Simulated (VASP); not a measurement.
GaP:

```
Ga P
1.0
     0.00000    2.71733    2.71733
     2.71733    0.00000    2.71733
     2.71733    2.71733    0.00000
Ga P
1 1
Direct
  0.00000 0.00000 0.00000
  0.25000 0.25000 0.25000
```

The cell was built by a generator and needn't be a form met in nature.

Program: VASP 6.6.1. Alike in all runs: potentials or basis VASP PAW PBE potentials, release 64 (Ga_d, P); no spin polarisation; cell as given; cutoff (eV) 520; smearing gaussian 0.02 eV. Hardware: 1 thread of Intel(R) Xeon(R) 6975P-C (Granite Rapids), on a shared host.

**Question.** Order these runs on this cell by their wall time, lowest first.
A. task electrostatic potential; level HSE06; k mesh 6 × 6 × 6; grid for exact exchange (PRECFOCK) Fast; screening parameter 0.2 1/A
B. task band structure; level HSE06; k mesh 6 × 6 × 6; grid for exact exchange (PRECFOCK) Fast; screening parameter 0.2 1/A
C. task electrostatic potential; level r2SCAN+rVV10; k mesh 10 × 10 × 10

**Answer.** C (89 s), A (290 s), B (2100 s).

Runs at the PBE level aren't shown here.
